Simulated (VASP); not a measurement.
Output of a VASP run:

### OSZICAR
```
...
DAV:   6    -0.193341558661E+02   -0.84242E-05   -0.12929E-04  3728   0.959E-02    0.119E-02
DAV:   7    -0.193341551361E+02    0.72999E-06   -0.26877E-05  3136   0.525E-02    0.385E-03
DAV:   8    -0.193341552842E+02   -0.14812E-06   -0.28878E-06  1920   0.198E-02
   2 F= -.40639031E+01 E0= -.40644895E+01  d E =-.160701E-01
       N       E                     dE             d eps       ncg     rms          rms(c)
DAV:   1    -0.193665812487E+02   -0.32426E-01   -0.45250E-01  3504   0.128E+01    0.388E-01
DAV:   2    -0.193618581086E+02    0.47231E-02   -0.18192E-02  3604   0.160E+00    0.182E-01
DAV:   3    -0.193604548523E+02    0.14033E-02   -0.65647E-03  3784   0.865E-01    0.445E-02
DAV:   4    -0.193604688661E+02   -0.14014E-04   -0.45665E-04  3528   0.199E-01    0.241E-02
DAV:   5    -0.193604700135E+02   -0.11474E-05   -0.54232E-05  3288   0.707E-02    0.138E-02
DAV:   6    -0.193604705798E+02   -0.56632E-06   -0.10470E-05  2464   0.322E-02    0.336E-03
DAV:   7    -0.193604705399E+02    0.39901E-07   -0.19198E-06  1838   0.235E-02
   3 F= -.40655432E+01 E0= -.40656392E+01  d E =-.177102E-01
       N       E                     dE             d eps       ncg     rms          rms(c)
DAV:   1    -0.193658518734E+02   -0.53813E-02   -0.19333E-02  3516   0.265E+00    0.805E-02
DAV:   2    -0.193656479715E+02    0.20390E-03   -0.77865E-04  3570   0.327E-01    0.377E-02
DAV:   3    -0.193655881095E+02    0.59862E-04   -0.28203E-04  3760   0.179E-01    0.927E-03
DAV:   4    -0.193655886269E+02   -0.51742E-06   -0.19025E-05  2752   0.425E-02    0.502E-03
DAV:   5    -0.193655886694E+02   -0.42526E-07   -0.20889E-06  1892   0.224E-02
   4 F= -.40655977E+01 E0= -.40655587E+01  d E =-.177646E-01
       N       E                     dE             d eps       ncg     rms          rms(c)
DAV:   1    -0.192568639678E+02    0.10872E+00   -0.77016E-01  3166   0.122E+01    0.855E-01
DAV:   2    -0.192398003360E+02    0.17064E-01   -0.67022E-02  3274   0.316E+00    0.312E-01
DAV:   3    -0.192362778686E+02    0.35225E-02   -0.18073E-02  3344   0.148E+00    0.768E-02
DAV:   4    -0.192362859029E+02   -0.80343E-05   -0.15988E-03  3612   0.432E-01    0.307E-02
DAV:   5    -0.192362969614E+02   -0.11059E-04   -0.31040E-04  3680   0.147E-01    0.288E-02
DAV:   6    -0.192363078228E+02   -0.10861E-04   -0.91604E-05  3792   0.758E-02    0.182E-02
DAV:   7    -0.192363092000E+02   -0.13771E-05   -0.34240E-05  2898   0.609E-02    0.308E-03
DAV:   8    -0.192363090054E+02    0.19462E-06   -0.27949E-06  1966   0.276E-02
   5 F= -.40644407E+01 E0= -.40640466E+01  d E =0.115691E-02
       N       E                     dE             d eps       ncg     rms          rms(c)
DAV:   1    -0.193324259309E+02   -0.96117E-01   -0.33991E-01  3166   0.796E+00    0.574E-01
DAV:   2    -0.193247074582E+02    0.77185E-02   -0.31124E-02  3344   0.218E+00    0.204E-01
DAV:   3    -0.193231959588E+02    0.15115E-02   -0.77312E-03  3380   0.943E-01    0.476E-02
DAV:   4    -0.193231917782E+02    0.41806E-05   -0.64017E-04  3596   0.266E-01    0.204E-02
DAV:   5    -0.193231958076E+02   -0.40294E-05   -0.11879E-04  3688   0.886E-02    0.182E-02
DAV:   6    -0.193232000470E+02   -0.42394E-05   -0.37693E-05  3286   0.512E-02    0.106E-02
DAV:   7    -0.193232010853E+02   -0.10383E-05   -0.13125E-05  2244   0.396E-02    0.191E-03
DAV:   8    -0.193232009522E+02    0.13309E-06   -0.14807E-06  1688   0.259E-02
   6 F= -.40659632E+01 E0= -.40658352E+01  d E =-.365556E-03
```

File OUTCAR:
```
------------------------ aborting loop because EDIFF is reached ----------------------------------------
  FORCE on cell =-STRESS in cart. coord.  units (eV):
  Direction    XX          YY          ZZ          XY          YZ          ZX
  --------------------------------------------------------------------------------------
  Total       15.2209824     15.2210071     15.2723170      0.0000000      0.0000000     -0.0000000
  in kB      299.2871193    299.2876039    300.2964997      0.0000000      0.0000000     -0.0000000
  external PRESSURE =      -0.3762590 kB  Pullay stress =     300.0000000 kB
  volume of cell :       81.48
      direct lattice vectors                 reciprocal lattice vectors
     1.539741499 -2.666912665 -0.000000000     0.324729833 -0.187482705 -0.000000000
     1.539741499  2.666912665 -0.000000000     0.324729833  0.187482705 -0.000000000
     0.000000000  0.000000000  9.921529703     0.000000000  0.000000000  0.100790909
 POSITION                                       TOTAL-FORCE (eV/Angst)
 -----------------------------------------------------------------------------------
      0.00000     -0.00000      4.96076        -0.000000     -0.000000     -0.000000
      0.00000     -0.00000      0.00000        -0.000000     -0.000000     -0.000000
      1.53974      0.88897      2.48038         0.000000      0.000000     -0.000000
      1.53974     -0.88897      7.44115        -0.000000     -0.000000      0.000000
 -----------------------------------------------------------------------------------
    total drift:                               -0.000000     -0.000000      0.000000
  FREE ENERGIE OF THE ION-ELECTRON SYSTEM (eV)
  ---------------------------------------------------
  free  energy   TOTEN  =       -19.3232009522 eV

  energy  without entropy=      -19.3228169846  energy(sigma->0) =      -19.32307296
  enthalpy is  TOTEN    =        -4.0659632069 eV   P V=       15.2572377453

 reached required accuracy - stopping structural energy minimisation
```
(Selected blocks of OUTCAR.)

### POSCAR
```
La
1
    1.5243222281    -2.6402047803     0.0000000000
    1.5243222281     2.6402047803     0.0000000000
    0.0000000000    -0.0000000000    10.0773433936
La
4
Direct
  0.0000000000   0.0000000000   0.5000000000
  0.0000000000   0.0000000000   0.0000000000
  0.3333330000   0.6666670000   0.2500000000
  0.6666670000   0.3333330000   0.7500000000
```

### Question
Reconstruct the remaining input files.

### Answer
This is not unique; one that fits is the input of the run itself, LDA (Ceperley-Alder, Perdew-Zunger), plane waves, VASP's LDA PAW potentials (set 64).

**KPOINTS**
```
Automatic mesh
0
Gamma
12 12 3
0 0 0
```

**INCAR**
```
SYSTEM = La
PREC = Accurate
ENCUT = 500
EDIFF = 1E-6
NELM = 100
ALGO = Normal
LREAL = .FALSE.
LASPH = .TRUE.
ISMEAR = 1
SIGMA = 0.1
LMAXMIX = 6
LWAVE = .FALSE.
LCHARG = .FALSE.
IBRION = 2
ISIF = 3
NSW = 40
EDIFFG = -0.02
PSTRESS = 300
```

POTCAR, in this order: La (LDA.64 set). Program: vasp_std.

The compound is La in the dhcp structure. This run relaxes it under an external pressure of 30 GPa. Symmetry was kept, so distortions that lower it aren't found.
